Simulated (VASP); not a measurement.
Given:

```
GaAs
1.0
    0.00000     2.80519     2.80519
    2.80519     0.00000     2.80519
    2.80519     2.80519     0.00000
Ga As
1 1
Direct
  0.00000   0.00000   0.00000
  0.25000   0.25000   0.25000
```

All values below come from LDA (Ceperley-Alder, Perdew-Zunger), VASP's LDA PAW potentials (set 64) (plane waves; VASP). Run with 520 eV cut-off, Gaussian smearing of 0.050 eV, potentials Ga_d As.

Problem. Give the energies of bands 7 to 12 at the high-symmetry points, in eV from the valence-band maximum.

Solution. 
```tsv
band	Γ	X	U	L	W
7	0.00	-6.98	-6.79	-6.82	-6.79
8	0.00	-2.77	-4.01	-1.18	-3.67
9	0.00	-2.77	-2.34	-1.18	-3.48
10	0.51	1.30	1.84	0.93	4.64
11	3.68	1.54	4.60	4.59	4.65
12	3.68	10.23	7.95	4.59	5.38
```

The gap is direct, 0.51 eV, from the valence maximum at Γ to the conduction minimum at Γ.

Measured: gap 1.57 eV (computed value off by -1.06 eV), as given by Wei Chen et al., Physical Review Materials (2018), doi:10.1103/physrevmaterials.2.073803 [zero-point renormalisation of 0.05 eV added back (the table's ZPR column)].

The compound is GaAs in the zinc blende structure. It was relaxed first.
